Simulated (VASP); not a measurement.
Consider the following.

```
W
1.0
    2.73422     0.00000     0.00000
   -0.91141     2.57785     0.00000
    0.00000     0.00000    26.14919
W
5
Direct
  0.50000   0.50000   0.32925
  0.00000   0.00000   0.41463
  0.50000   0.50000   0.50000
  0.00000   0.00000   0.58537
  0.50000   0.50000   0.67075
```

Calculation: PBEsol GGA, VASP's PBE PAW potentials (set 64) (plane waves; VASP). Run with PREC = Normal, EDIFF = 1E-5, 400 eV cut-off, 11×11×1 Γ-centred mesh, first-order Methfessel-Paxton smearing of 0.10 eV, potentials W_sv.

Task: The ions are relaxed. Predict the relaxed structure.

Result: 
```
W
1.0
    2.73422     0.00000     0.00000
   -0.91141     2.57785     0.00000
    0.00000     0.00000    26.14919
W
5
Direct
  0.50000   0.50000   0.33227
  0.00000   0.00000   0.41459
  0.50000   0.50000   0.50000
  0.00000   0.00000   0.58541
  0.50000   0.50000   0.66773
```

Task: How much energy does the relaxation gain?

Result: The energy (σ→0) changes by -10.9 meV/atom, in 6 ionic steps.

The cell is a thin slab with vacuum, built from W (bcc): (110) face.
